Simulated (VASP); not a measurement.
Energy against volume of CsPbBr3 (cubic perovskite). These are vdW-DF-cx, VASP's PBE PAW potentials (set 64) (plane waves; VASP) values and carry that method's errors. Numerical set-up: 520 eV cut-off, 4×4×4 Γ-centred mesh, Gaussian smearing of 0.050 eV, potentials Cs_sv Pb_d Br.

```json
[
 {"V (Å³/atom)": "39.900", "E (eV/atom)": "-0.94191"},
 {"V (Å³/atom)": "41.134", "E (eV/atom)": "-0.94463"},
 {"V (Å³/atom)": "42.368", "E (eV/atom)": "-0.94247"},
 {"V (Å³/atom)": "43.602", "E (eV/atom)": "-0.93621"}
]
```

Fit these four points and predict the energy of the run at 38.666 Å³/atom.

A cubic in V^(−2/3), the third-order Birch-Murnaghan form, passes through the four points with V0 = 41.17 Å³/atom and B0 = 21 GPa, and gives -0.9334 eV/atom there. The run gave -0.9334 eV/atom, -0.0 meV/atom from the fit; all five points give B0 = 21 GPa.

The compound is CsPbBr3 in the cubic perovskite structure, the ideal cubic form; the compound distorts at low or room temperature. It was relaxed first.
